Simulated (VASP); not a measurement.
SnO2 (rutile), at 0.96 of the tabulated volume:

```yaml
crystal:
  lattice:
    - [4.67594, 0.00000, 0.00000]
    - [0.00000, 4.67594, 0.00000]
    - [0.00000, 0.00000, 3.14689]
  atoms:
    - { symbol: Sn, position: [0.00000, 0.00000, 0.00000] }
    - { symbol: Sn, position: [0.50000, 0.50000, 0.50000] }
    - { symbol: O, position: [0.30700, 0.30700, 0.00000] }
    - { symbol: O, position: [0.80700, 0.19300, 0.50000] }
    - { symbol: O, position: [0.19300, 0.80700, 0.50000] }
    - { symbol: O, position: [0.69300, 0.69300, 0.00000] }
```

The lowest empty band near Γ, direction in plane, from mBJ (TB09) with spin-orbit coupling in VASP (PAW); its two spin partners are averaged. The gap over the points computed is 3.67 eV, and the next band on that side lies 4.95 eV away at the edge.

Numerical set-up: 520 eV cut-off, 5×5×8 Γ-centred mesh, Gaussian smearing of 0.050 eV, potentials Sn_d O.

| distance from the edge in k (1/Å) | distance in energy (meV) |
|---|---|
| 0.018 | 3.6 |
| 0.025 | 7.0 |
| 0.035 | 13.7 |
| 0.050 | 28.0 |
| 0.070 | 54.6 |

Q: Fit E(1 + αE) = ħ²k²/2m* (ħ²/2m0 = 3.810 eV Å²) and predict the row at 0.095 1/Å.

A: The rows don't resolve α, so a parabola serves: the electron mass is m* = 0.342 m0, and so 100.7 meV. The run gave 99.8 meV, -0.9 meV from the fit.

Left out are points under 3 meV from the edge, since the levels carry 0.1 meV, and points farther than half the way to the next band.

The compound is SnO2 in the rutile structure. The cell was not relaxed at this level.
